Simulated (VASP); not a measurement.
BeZn2Te3:

```
Be Zn Te
1.0
     5.00216    0.00000    0.00000
     0.00000    5.00216    0.00000
     0.00000    0.00000    5.54922
Be Zn Te
1 2 3
Direct
  0.50000 0.50000 0.00000
  0.00000 0.50000 0.50000
  0.50000 0.00000 0.50000
  0.00000 0.00000 0.23623
  0.00000 0.00000 0.76377
  0.50000 0.50000 0.50000
```

The cell was built by a generator and needn't be a form met in nature.

```yaml
Program: VASP 6.6.1
Task: relaxation of cell and atoms
Functional: PBE
Potentials_or_basis: VASP PAW PBE potentials, release 64 (Be, Zn, Te)
Cutoff: 520 eV
k_mesh: 3 × 3 × 3
Occupations: gaussian, width 0.15 eV
Spin: no spin polarisation
```

At the start: pressure 12.3 GPa; volume 23.14 Å³/atom.

Question: How do energy, volume and symmetry change on relaxing?

Answer: Over 9 steps the energy falls by 210.5 meV/atom and the volume is 28.93 Å³/atom (+25.0 %); space group P4/mmm (No. 123, to 0.05 Å).

The path:
```csv
step,energy change (eV),largest force (eV/Å),pressure (GPa),volume (Å³)
1,0.0000,0.6524,12.32,138.85
2,-1.1345,0.1989,-0.84,177.74
3,-1.1480,0.2180,-0.75,174.20
4,-1.1487,0.2280,-0.23,172.63
5,-1.1488,0.2242,-0.34,173.36
6,-1.2272,0.3787,-0.52,173.44
7,-1.2522,0.4428,-0.23,173.41
8,-1.2524,0.4441,0.03,173.40
9,-1.2631,0.0082,0.00,173.58
```

Final structure:
```
Be Zn Te
1.0
     5.55322    0.00000    0.00000
     0.00000    5.55322    0.00000
     0.00000    0.00000    5.62859
Be Zn Te
1 2 3
Direct
  0.50000 0.50000 0.00000
  0.00000 0.50000 0.50000
  0.50000 0.00000 0.50000
  0.00000 0.00000 0.25002
  0.00000 0.00000 0.74998
  0.50000 0.50000 0.50000
```

Caveat: the k mesh is coarse (spacing up to 0.42 Å⁻¹), so the values aren't converged; the volume moved by over 15 % at a fixed basis, so the end points are rough.
